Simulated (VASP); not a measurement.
Input:

```xyz
2
Lattice="0.0000 2.7213 2.7213 2.7213 0.0000 2.7213 2.7213 2.7213 0.0000" Properties=species:S:1:pos:R:3 pbc="T T T"
In     0.0000     0.0000     0.0000
P      1.3607     1.3607     1.3607
```

Level of theory: PBE GGA, VASP's PBE PAW potentials (set 64) (plane waves; VASP). Run with 500 eV cut-off, 8×8×8 Γ-centred mesh, Gaussian smearing of 0.050 eV, potentials In_d P.

Unless said otherwise, spin-orbit coupling is left out, though it shifts the bands of the heavy elements here.

Task: What does the run give for the energy per atom (σ→0), pressure, band gap (on the k-mesh) with the smallest direct gap where there is one?

Result: 
```json
{
  "band gap (on the k-mesh)": "1.29 eV",
  "smallest direct gap (on the k-mesh)": "1.86 eV",
  "energy per atom (σ→0)": "-3.743 eV/atom",
  "pressure": "29.94 GPa"
}
```

The compound is InP in the zinc blende structure. It was relaxed first under an external pressure of 30 GPa.
